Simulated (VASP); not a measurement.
An input for Ansatz (written as the equivalent of a VASP run, and not itself run):

Ansatz 0.2 input:
```yaml
crystal:
  lattice:
    - [0.0000000, 3.0104350, 3.0104350]
    - [3.0104350, 0.0000000, 3.0104350]
    - [3.0104350, 3.0104350, 0.0000000]
  atoms:
    - { symbol: Sn, position: [0.0000000, 0.0000000, 0.0000000] }
    - { symbol: Se, position: [0.5000000, 0.5000000, 0.5000000] }
kpoints:
  mp_grid: { grid: [7, 7, 7] }
hamiltonian:
  xc: r2scan
  pseudopotentials: { kind: paw }
scf:
  occupations: { method: gaussian, width: 0.05 }
  max_iter: 100
relax:
  max_steps: 60
  f_tol: 0.01
  cell: {}
output: { forces: true, stress: true, eigenvalues: true }
```

**Question.** Write the VASP files for the same calculation (r2SCAN).

**Answer.** One answer among several that fit: 
### POSCAR
```
SnSe
1
    0.0000000000     3.0104350000     3.0104350000
    3.0104350000     0.0000000000     3.0104350000
    3.0104350000     3.0104350000     0.0000000000
Sn Se
1 1
Direct
  0.0000000000   0.0000000000   0.0000000000
  0.5000000000   0.5000000000   0.5000000000
```

### INCAR
```
ALGO=Normal
EDIFF=1E-6
EDIFFG=-0.01
ENCUT=400
IBRION=2
ISIF=3
ISMEAR=0
LASPH=.True.
LCHARG=.False.
LMAXMIX=4
LMIXTAU=.True.
LREAL=.False.
LWAVE=.False.
METAGGA=R2SCAN
NELM=100
NSW=60
PREC=Accurate
SIGMA=0.05
SYSTEM=SnSe
```

**KPOINTS**
```
Automatic mesh
0
Gamma
7 7 7
0 0 0
```

POTCAR, in this order: Sn_d Se (PBE.64 set). Program: vasp_std.

The two are equivalent in intent, not identical: each code has its own PAW files, so the cut-off isn't converted (ENCUT is set for VASP's; basis.ecutwfc is left out, and Ansatz then takes the one that its files recommend); Ansatz stops its SCF on the density residual and VASP on the energy change (EDIFF).

The structure comes from a computed database's SnSe entry (Fm-3m); how it stands against other phases isn't given here. This run relaxes it. Symmetry was kept, so distortions that lower it aren't found.
